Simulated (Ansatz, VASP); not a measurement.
## Ca7NiS8 (a cell with a defect) in VASP and in Ansatz

File INCAR:

```
SYSTEM = Ca7NiS8
  PREC = Accurate
  ENCUT = 520
  EDIFF = 1E-6
  ISMEAR = 0
  SIGMA = 0.01
  LREAL = Auto
  LASPH = .True.
  NELM = 150
  ALGO = Normal
  ISIF = 2
  LWAVE = .False.
  LCHARG = .True.
  ISPIN = 2
  MAGMOM = 0 0 0 0 0 0 0 0 0 0 0 0 0 0 0 2
  LORBIT = 11
  LMAXMIX = 4
  LDAU = .True.
  LDAUTYPE = 2
  LDAUL = -1 -1 2
  LDAUU = 0 0 6.2
  LDAUJ = 0 0 0
  LDAUPRINT = 1
  GGA = PS
  LELF = .True.
  LVHAR = .True.
  NBANDS = 82
```

Contents of KPOINTS:

```
regular mesh
0
Gamma
  2 1 2
  0 0 0
```

POSCAR

```
Ca7NiS8
1.0
    5.6860000000      0.0000000000      0.0000000000
    0.0000000000     11.3720000000      0.0000000000
    0.0000000000      0.0000000000      5.6860000000
Ca S Ni
7 8 1
Direct
    0.0052967200      0.9987385800      0.0033019300
    0.0019783800      0.5012016400      0.9913296300
    0.9932787300      0.2532701200      0.5009214700
    0.0005232600      0.7502530700      0.4980224500
    0.5054993900      0.0007644300      0.5100528500
    0.5074335100      0.4956409300      0.4990010700
    0.5162658500      0.2510591400      0.9977985600
    0.5012372400      0.0045836500      0.9984467300
    0.4970953500      0.5073970200      0.9932189700
    0.5003499800      0.2506277300      0.5025815700
    0.4894463900      0.7495108000      0.5062025300
    0.9995014800      0.9987073100      0.5054457100
    0.9852604700      0.5026085600      0.5016805400
    0.0131550100      0.2565175500      0.9956207500
    0.9941526800      0.7506626200      0.0069948600
    0.5077602400      0.7452301600      0.0031623300
```

Input for Ansatz:

```yaml
crystal:
  lattice:
    - [5.686, 0.0, 0.0]
    - [0.0, 11.372, 0.0]
    - [0.0, 0.0, 5.686]
  atoms:
    - { symbol: Ca, position: [0.00529672, 0.99873858, 0.00330193] }
    - { symbol: Ca, position: [0.00197838, 0.50120164, 0.99132963] }
    - { symbol: S, position: [0.50123724, 0.00458365, 0.99844673] }
    - { symbol: S, position: [0.49709535, 0.50739702, 0.99321897] }
    - { symbol: Ca, position: [0.99327873, 0.25327012, 0.50092147] }
    - { symbol: Ca, position: [0.00052326, 0.75025307, 0.49802245] }
    - { symbol: S, position: [0.50034998, 0.25062773, 0.50258157] }
    - { symbol: S, position: [0.48944639, 0.7495108, 0.50620253] }
    - { symbol: Ca, position: [0.50549939, 0.00076443, 0.51005285] }
    - { symbol: Ca, position: [0.50743351, 0.49564093, 0.49900107] }
    - { symbol: S, position: [0.99950148, 0.99870731, 0.50544571] }
    - { symbol: S, position: [0.98526047, 0.50260856, 0.50168054] }
    - { symbol: Ca, position: [0.51626585, 0.25105914, 0.99779856] }
    - { symbol: Ni, position: [0.50776024, 0.74523016, 0.00316233], spin: 2.0 }
    - { symbol: S, position: [0.01315501, 0.25651755, 0.99562075] }
    - { symbol: S, position: [0.99415268, 0.75066262, 0.00699486] }
magnetization:
  spin_polarized: true
hamiltonian:
  xc: pbesol
  pseudopotentials: { kind: paw }
  hubbard: { sites: [{ species: Ni, l: d, u_eff: 6.2 }] }
basis:
  ecutwfc: 420
kpoints:
  mp_grid: { grid: [2, 1, 2] }
scf:
  occupations: { method: gaussian, width: 0.01 }
  lower_state_search: "off"
output:
  forces: true
  stress: true
```

Alike in both runs: task single point; functional PBEsol; k mesh 2 × 1 × 2; occupations gaussian, width 0.01 eV; collinear spin; Hubbard terms Ni d U = 6.2 eV.

|  | VASP | Ansatz |
| --- | --- | --- |
| version | VASP 6.6.1 | Ansatz 0.2.0 |
| potentials or method | VASP PAW PBE potentials, release 64 (Ca_sv, S, Ni) | PAW, plane waves, scalar-relativistic |
| plane-wave cutoff (eV) | 520 | 420 |
| valence electrons in the cell | 128 | 136 |

|  | VASP | Ansatz | Ansatz less VASP |
| --- | --- | --- | --- |
| pressure (GPa) | -2.9 | -3.0 | -0.14 |
| largest component of the traceless stress (GPa) | 0.19 | 0.26 | +0.068 |
| rms of the force components (eV/Å) | 0.211 | 0.183 | -0.0278 |
| net moment per atom (μB) | 0.13 | 0.09 | -0.031 |
| size of the moment on the site where the two differ most (μB) | 1.77 | 1.21 | -0.559 |

Site moments also hang on the region over which each program counts them. The programs project onto different local orbitals, so the same U acts differently. The two sets of potentials don't hold the same shells in valence. Ansatz warned: «filled_band_counts_differ_across_k_points».

Caveats: the k mesh is coarse (spacing up to 0.55 Å⁻¹), so the values aren't converged; the PAW data sets were made with another functional, which shifts forces and pressure a little (VASP). The state reached can hang on the start; a lower one may exist.
